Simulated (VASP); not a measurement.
VASP runs on C (diamond) share one base input (PBE GGA, plane waves, VASP's PBE PAW potentials (set 64)) and change the settings named in each case.

INCAR:
```
ALGO = Normal
EDIFF = 1E-6
ENCUT = 520
GGA = PE
ISIF = 2
ISMEAR = 0
LASPH = .TRUE.
LCHARG = .FALSE.
LREAL = .FALSE.
LWAVE = .FALSE.
NELM = 100
PREC = Accurate
SIGMA = 0.05
SYSTEM = C
```

### KPOINTS
```
Automatic
0
gamma
 11 11 11
0 0 0
```

File POSCAR:
```
C
1
    0.0000000000     1.8191700000     1.8191700000
    1.8191700000     0.0000000000     1.8191700000
    1.8191700000     1.8191700000     0.0000000000
C
2
Direct
  0.0000000000   0.0000000000   0.0000000000
  0.2500000000   0.2500000000   0.2500000000
```

POTCAR, in this order: C (PBE.64 set). Program: vasp_std.

```
change                                                                          E(σ→0) (eV/atom)  pressure (GPa)
------------------------------------------------------------------------------  ----------------  --------------
base run                                                                                 -9.0715          -21.23
IVDW = 11                                                                                -9.1738          -23.73
GGA removed, LMIXTAU = .TRUE., METAGGA = TPSS                                           -10.4269          -21.53
AGGAC = 0.0, GGA = BO, LUSE_VDW = .TRUE., PARAM1 = 0.1833333333, PARAM2 = 0.22           -7.9125          -20.10
GGA removed, LMIXTAU = .TRUE., METAGGA = R2SCAN                                          -9.7993          -25.14
GGA = 91                                                                                 -9.0755          -20.82
GGA = RP                                                                                 -8.6058               ?
```

Question: Some entries are withheld; supply them.

Answer: 
- GGA = RP, pressure (GPa): -15.63

Energies of different potentials or functionals have different zeros.  The base run's pressure lies +0.53 GPa from that at 800 eV (Pulay error).

Left out are runs that ran out of time, are held back, or changed the cell or the kind of run, fixed moments of cells without a moment, rows past the twelfth, gaps on odd meshes, pressures of charged cells and columns that move by less than the noise.

The compound is C in the diamond structure. The cell was not relaxed at this level.
